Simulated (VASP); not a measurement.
Here is the system:

```
GaN
1.0
    1.57940    -2.73561     0.00000
    1.57940     2.73561     0.00000
    0.00000     0.00000     5.14573
Ga N
2 2
Direct
  0.66667   0.33333   0.50020
  0.33333   0.66667   0.00020
  0.66667   0.33333   0.87680
  0.33333   0.66667   0.37680
```

Calculation: LDA (Ceperley-Alder, Perdew-Zunger), VASP's LDA PAW potentials (set 64) (plane waves; VASP). Numerical set-up: 520 eV cut-off, 9×9×5 Γ-centred mesh, Gaussian smearing of 0.050 eV, potentials Ga_d N.

Q: Predict the energy per atom (σ→0), band gap (on the k-mesh) with the smallest direct gap where there is one.

A: 
The band gap (on the k-mesh) comes out as 2.11 eV and the smallest direct gap (on the k-mesh) is 2.11 eV. The energy per atom (σ→0) is -6.978 eV/atom.

Only differences to runs with the same potentials and settings are physical.

The compound is GaN in the wurtzite structure. It was relaxed first. The start is the result of an earlier pass.
